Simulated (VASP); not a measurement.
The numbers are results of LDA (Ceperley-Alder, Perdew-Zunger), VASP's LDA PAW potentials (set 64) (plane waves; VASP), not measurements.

VASP input:

INCAR:
```
# general
SYSTEM = BN
PREC   = Normal
ENCUT  = 500
LREAL  = .FALSE.
LASPH  = .TRUE.

# electronic loop
EDIFF  = 1E-5
NELM   = 100
NELMIN = 4
ALGO   = Fast

# smearing
ISMEAR = 0
SIGMA  = 0.05

# ions
IBRION = 2
NSW    = 20
ISIF   = 2
EDIFFG = -0.03

# output
LWAVE  = .FALSE.
LCHARG = .FALSE.
```

POSCAR:
```
BN
1
    2.4909118221     0.0000000000     0.0000000000
   -1.2454559111     2.1571932993     0.0000000000
    0.0000000000     0.0000000000     6.4380978040
B N
2 2
Direct
  0.6666670000   0.3333330000   0.7500000000
  0.3333330000   0.6666670000   0.2500000000
  0.3333330000   0.6666670000   0.7500000000
  0.6666670000   0.3333330000   0.2500000000
```

**KPOINTS**
```
Automatic mesh
0
G
 14 14 5
0 0 0
```

POTCAR, in this order: B N (LDA.64 set). Program: vasp_std.

The resulting files:

OUTCAR:
```
 ion  position               nearest neighbor table
   1  0.667  0.333  0.750-   3 1.44   3 1.44   3 1.44
   2  0.333  0.667  0.250-   4 1.44   4 1.44   4 1.44
   3  0.333  0.667  0.750-   1 1.44   1 1.44   1 1.44
   4  0.667  0.333  0.250-   2 1.44   2 1.44   2 1.44
  LATTYP: Found a hexagonal cell.
 ALAT       =     2.4909118221
 C/A-ratio  =     2.5846349706
 Subroutine PRICEL returns:
 Original cell was already a primitive cell.
 Subroutine GETGRP returns: Found 24 space group operations
The static configuration has the point symmetry D_3d.
 The point group associated with its full space group is D_6h.
The dynamic configuration has the point symmetry D_3d.
 Subroutine INISYM returns: Found 24 space group operations
 Subroutine IBZKPT returns following result:
 Found     72 irreducible k-points:

 Following reciprocal coordinates:
            Coordinates               Weight
  0.000000  0.000000  0.000000      1.000000
  0.071429 -0.000000  0.000000      6.000000
  0.142857 -0.000000  0.000000      6.000000
  0.214286 -0.000000  0.000000      6.000000
  0.285714  0.000000  0.000000      6.000000
  0.357143  0.000000  0.000000      6.000000
  0.428571 -0.000000  0.000000      6.000000
  0.500000 -0.000000  0.000000      3.000000
  0.071429  0.071429  0.000000      6.000000
  0.142857  0.071429  0.000000     12.000000
  0.214286  0.071429  0.000000     12.000000
  0.285714  0.071429  0.000000     12.000000
  0.357143  0.071429  0.000000     12.000000
  0.428571  0.071429  0.000000     12.000000
  0.142857  0.142857  0.000000      6.000000
  0.214286  0.142857  0.000000     12.000000
  0.285714  0.142857  0.000000     12.000000
  0.357143  0.142857  0.000000     12.000000
  0.428571  0.142857  0.000000      6.000000
  0.214286  0.214286  0.000000      6.000000
...
```

### OSZICAR
```
       N       E                     dE             d eps       ncg     rms          rms(c)
DAV:   1     0.540794988613E+02    0.54079E+02   -0.81679E+03  1744   0.120E+03
DAV:   2    -0.388545022992E+02   -0.92934E+02   -0.83619E+02  2516   0.245E+02
DAV:   3    -0.425819160972E+02   -0.37274E+01   -0.37002E+01  2212   0.514E+01
DAV:   4    -0.426145751253E+02   -0.32659E-01   -0.32646E-01  2124   0.532E+00
DAV:   5    -0.426150075570E+02   -0.43243E-03   -0.43231E-03  2224   0.606E-01    0.111E+01
RMM:   6    -0.390168229145E+02    0.35982E+01   -0.80175E+00  1728   0.211E+01    0.483E+00
RMM:   7    -0.386977808772E+02    0.31904E+00   -0.13944E+00  1728   0.857E+00    0.299E+00
RMM:   8    -0.386040107224E+02    0.93770E-01   -0.43833E-01  1728   0.550E+00    0.856E-01
RMM:   9    -0.385808005333E+02    0.23210E-01   -0.39946E-02  1728   0.185E+00    0.243E-01
RMM:  10    -0.385820342320E+02   -0.12337E-02   -0.30361E-02  1728   0.131E+00    0.242E-01
RMM:  11    -0.385806610835E+02    0.13731E-02   -0.27032E-03  1728   0.460E-01    0.111E-01
RMM:  12    -0.385804849129E+02    0.17617E-03   -0.14213E-03  1728   0.302E-01    0.125E-02
RMM:  13    -0.385804989601E+02   -0.14047E-04   -0.14589E-04  1710   0.103E-01    0.138E-02
RMM:  14    -0.385805010245E+02   -0.20644E-05   -0.22117E-05  1274   0.372E-02
   1 F= -.38580501E+02 E0= -.38580501E+02  d E =-.385805E+02
```

OUTCAR:
```
------------------------ aborting loop because EDIFF is reached ----------------------------------------
  FORCE on cell =-STRESS in cart. coord.  units (eV):
  Direction    XX          YY          ZZ          XY          YZ          ZX
  --------------------------------------------------------------------------------------
  Total       -0.0092739     -0.0092739      0.0173835      0.0000000      0.0000000      0.0000000
  in kB       -0.4295048     -0.4295050      0.8050849      0.0000000      0.0000000      0.0000000
  external PRESSURE =      -0.0179750 kB  Pullay stress =       0.0000000 kB
  volume of cell :       34.59
      direct lattice vectors                 reciprocal lattice vectors
     2.490911822  0.000000000  0.000000000     0.401459414  0.231782660  0.000000000
    -1.245455911  2.157193299  0.000000000     0.000000000  0.463565319  0.000000000
     0.000000000  0.000000000  6.438097804     0.000000000  0.000000000  0.155325382
  FREE ENERGIE OF THE ION-ELECTRON SYSTEM (eV)
  ---------------------------------------------------
  free  energy   TOTEN  =       -38.5805010245 eV

  energy  without entropy=      -38.5805010245  energy(sigma->0) =      -38.58050102

 reached required accuracy - stopping structural energy minimisation
```
(Selected blocks of OUTCAR.)

The compound is BN in the hex structure. It was relaxed first.
